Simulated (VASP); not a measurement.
Given:

```
CELL_PARAMETERS angstrom
      0.00000     2.94114     2.94114
      2.94114     0.00000     2.94114
      2.94114     2.94114     0.00000
ATOMIC_POSITIONS crystal
  Al 0.25000 0.25000 0.25000
  Al 0.75000 0.75000 0.75000
  Pt 0.00000 0.00000 0.00000
```

The numbers are results of PBE GGA with D3 dispersion (Becke-Johnson damping), VASP's PBE PAW potentials (set 64) (plane waves; VASP), not measurements. Run with 520 eV cut-off, 9×9×9 Γ-centred mesh, first-order Methfessel-Paxton smearing of 0.10 eV, potentials Al Pt.

### Question
Give the energy at these volumes per atom, relative to the lowest: 15.94, 16.45, 16.95, 17.46, 17.97 Å³.

### Answer
30.6, 7.3, 0.0, 6.2, 23.9 meV/atom. A third-order Birch-Murnaghan fit gives B0 = 142 GPa and B0′ = 4.4.

The compound is PtAl2 in the fluorite structure. It was relaxed first.
